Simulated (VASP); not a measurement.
Computed with vdW-DF2, VASP's PBE PAW potentials (set 64) (plane waves; VASP).

VASP ran on this input.

**KPOINTS**
```
Automatic mesh
0
Gamma
8 8 12
0 0 0
```

INCAR:
```
SYSTEM=MnO2
PREC=Accurate; ENCUT=520; LREAL=.FALSE.
LASPH=.TRUE.
EDIFF=1E-7; NELM=100; ALGO=Normal
LMAXMIX=4
ISMEAR=-5
GGA=ML; LUSE_VDW=.TRUE.; AGGAC=0.0
ZAB_VDW=-1.8867
MAGMOM=2.5 -2.5 -0.1 2*0.1 -0.1
ISPIN=2
ISIF=2
LWAVE=.FALSE.; LCHARG=.TRUE.; LORBIT=11
NEDOS=601
LEFG=.TRUE.
```

### POSCAR
```
MnO2
1
    4.4965764540    -0.0000000000     0.0000000000
   -0.0000000000     4.4965764540     0.0000000000
    0.0000000000     0.0000000000     2.9224869961
Mn O
2 4
Direct
  0.0000000000   0.0000000000   0.0000000000
  0.5000000000   0.5000000000   0.5000000000
  0.3042790081   0.3042790081   0.0000000000
  0.8042790081   0.1957209919   0.5000000000
  0.1957209919   0.8042790081   0.5000000000
  0.6957209919   0.6957209919   0.0000000000
```

POTCAR, in this order: Mn_pv O (PBE.64 set). Program: vasp_std.

Problem. Predict the energy per atom (σ→0), cell moment, band gap (on the k-mesh).

Solution. 
```yaml
energy per atom (σ→0): -5.667 eV/atom
cell_moment: 0.00 μB
band gap (on the k-mesh): none (metal, semimetal or under 0.01 eV)
```

OSZICAR:
```
...
DAV:  17    -0.340005691635E+02   -0.28253E-05   -0.94325E-06 12850   0.363E-02    0.751E-03
DAV:  18    -0.340005703726E+02   -0.12091E-05   -0.75768E-07 15064   0.109E-02    0.194E-03
DAV:  19    -0.340005708440E+02   -0.47138E-06   -0.15712E-07  7520   0.486E-03    0.966E-04
DAV:  20    -0.340005706458E+02    0.19817E-06   -0.48012E-08  6348   0.211E-03    0.606E-04
DAV:  21    -0.340005705291E+02    0.11673E-06   -0.73804E-09  6318   0.102E-03    0.207E-04
DAV:  22    -0.340005703691E+02    0.15998E-06   -0.28349E-09  6318   0.417E-04    0.997E-05
DAV:  23    -0.340005703419E+02    0.27212E-07   -0.54301E-10  6306   0.203E-04
   1 F= -.34000570E+02 E0= -.34000570E+02  d E =0.000000E+00  mag=    -0.0000
```

The compound is MnO2 in the rutile structure. It was relaxed first, which changed the volume by +6 %.
